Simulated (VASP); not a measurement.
All values below come from PBE GGA, VASP's PBE PAW potentials (set 64) (plane waves; VASP 6.6.1).

VASP ran on this input.

POSCAR:
```
C
1
   -0.0000000000     1.7494236442     1.7494236442
    1.7494236442    -0.0000000000     1.7494236442
    1.7494236442     1.7494236442    -0.0000000000
C
2
Direct
  0.0000000000   0.0000000000   0.0000000000
  0.2500000000   0.2500000000   0.2500000000
```

INCAR:
```
# general
SYSTEM  = C
PREC    = Accurate
ENCUT   = 620
LREAL   = F
LASPH   = T

# electronic loop
EDIFF   = 1E-6
NELM    = 100
ALGO    = Normal

# smearing
ISMEAR  = 0
SIGMA   = 0.05

# functional
GGA     = PE

# ions
IBRION  = 2
NSW     = 40
ISIF    = 3
EDIFFG  = -0.02
PSTRESS = 300

# output
LWAVE   = F
LCHARG  = F
```

File KPOINTS:
```
K-points
0
Gamma
 13 13 13
0 0 0
```

POTCAR, in this order: C (PBE.64 set). Program: vasp_std.

The resulting files:

### OSZICAR
```
       N       E                     dE             d eps       ncg     rms          rms(c)
DAV:   1     0.221304801399E+01    0.22130E+01   -0.56929E+03  1360   0.115E+03
DAV:   2    -0.187639746651E+02   -0.20977E+02   -0.20183E+02  2120   0.124E+02
DAV:   3    -0.188824959483E+02   -0.11852E+00   -0.11852E+00  1456   0.124E+01
DAV:   4    -0.188826332744E+02   -0.13733E-03   -0.13733E-03  1904   0.455E-01
DAV:   5    -0.188826333306E+02   -0.56224E-07   -0.56223E-07  1432   0.621E-03    0.596E+00
DAV:   6    -0.183168658245E+02    0.56577E+00   -0.43064E-01  1384   0.533E+00    0.358E+00
DAV:   7    -0.181267756831E+02    0.19009E+00   -0.46942E-01  1576   0.568E+00    0.852E-01
DAV:   8    -0.181281106006E+02   -0.13349E-02   -0.18716E-03  1384   0.526E-01    0.493E-02
DAV:   9    -0.181281192169E+02   -0.86162E-05   -0.13323E-04  1952   0.103E-01    0.275E-02
DAV:  10    -0.181281314912E+02   -0.12274E-04   -0.12519E-05  1392   0.424E-02    0.676E-03
DAV:  11    -0.181281313467E+02    0.14448E-06   -0.35281E-08   904   0.223E-03
   1 F= -.16123079E+02 E0= -.16123079E+02  d E =-.161231E+02
```

File OUTCAR:
```
------------------------ aborting loop because EDIFF is reached ----------------------------------------
  FORCE on cell =-STRESS in cart. coord.  units (eV):
  Direction    XX          YY          ZZ          XY          YZ          ZX
  --------------------------------------------------------------------------------------
  Total        2.0026634      2.0026634      2.0026634     -0.0000000     -0.0000000     -0.0000000
  in kB      299.6426127    299.6426127    299.6426127     -0.0000000     -0.0000000     -0.0000000
  external PRESSURE =      -0.3573873 kB  Pullay stress =     300.0000000 kB
  volume of cell :       10.71
      direct lattice vectors                 reciprocal lattice vectors
     0.000000000  1.749423644  1.749423644    -0.285808416  0.285808416  0.285808416
     1.749423644  0.000000000  1.749423644     0.285808416 -0.285808416  0.285808416
     1.749423644  1.749423644  0.000000000     0.285808416  0.285808416 -0.285808416
 POSITION                                       TOTAL-FORCE (eV/Angst)
 -----------------------------------------------------------------------------------
      0.00000      0.00000      0.00000        -0.000000     -0.000000     -0.000000
      0.87471      0.87471      0.87471         0.000000      0.000000      0.000000
 -----------------------------------------------------------------------------------
    total drift:                                0.000000      0.000000      0.000000
  FREE ENERGIE OF THE ION-ELECTRON SYSTEM (eV)
  ---------------------------------------------------
  free  energy   TOTEN  =       -18.1281313467 eV

  energy  without entropy=      -18.1281313467  energy(sigma->0) =      -18.12813135
  enthalpy is  TOTEN    =       -16.1230793311 eV   P V=        2.0050520156

 reached required accuracy - stopping structural energy minimisation
```
(Selected blocks of OUTCAR.)

The compound is C in the diamond structure. It was relaxed first under an external pressure of 30 GPa.
